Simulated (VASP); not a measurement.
Given:

```xyz
8
Lattice="0.0000 2.5166 2.5166 2.5166 0.0000 2.5166 10.2904 10.2904 -0.2239" Properties=species:S:1:pos:R:3 pbc="T T T"
Cd    10.2148    10.2148    -0.1484
S      1.5248     1.5248     0.9918
S      3.9364     3.9364     1.0969
S      6.3662     6.3662     1.1836
S      8.7868     8.7868     1.2796
Be     5.2313     5.2313     4.8352
Be     5.1388     5.1388    -0.1055
Be     7.5682     7.5682    -0.0183
```

Computed with PBEsol GGA, VASP's PBE PAW potentials (set 64) (plane waves; VASP). Run with 400 eV cut-off, 9×9×2 Γ-centred mesh, tetrahedra with Blöchl corrections, potentials Cd S Be.

The cores are frozen, which limits the accuracy of field gradients.

### Question
Give the principal components of the electric field gradient (V/Å²) and the asymmetry η at each nucleus.

### Answer

| atom | Vxx | Vyy | Vzz | η |
|---|---|---|---|---|
| Cd1 | 20.1 | 20.1 | -40.2 | 0.00 |
| S2 | -36.5 | -36.5 | 72.9 | 0.00 |
| S3 | 5.5 | 5.5 | -11.0 | 0.00 |
| S4 | 5.7 | 5.7 | -11.3 | 0.00 |
| S5 | -11.3 | -11.3 | 22.5 | 0.00 |
| Be6 | 0.1 | 0.1 | -0.3 | - |
| Be7 | 0.9 | 0.9 | -1.7 | 0.00 |
| Be8 | 0.8 | 0.8 | -1.6 | 0.00 |

The structure was generated: Be3CdS4 was put into an ordered model structure (R3m), which need not be its known phase. It was relaxed first.
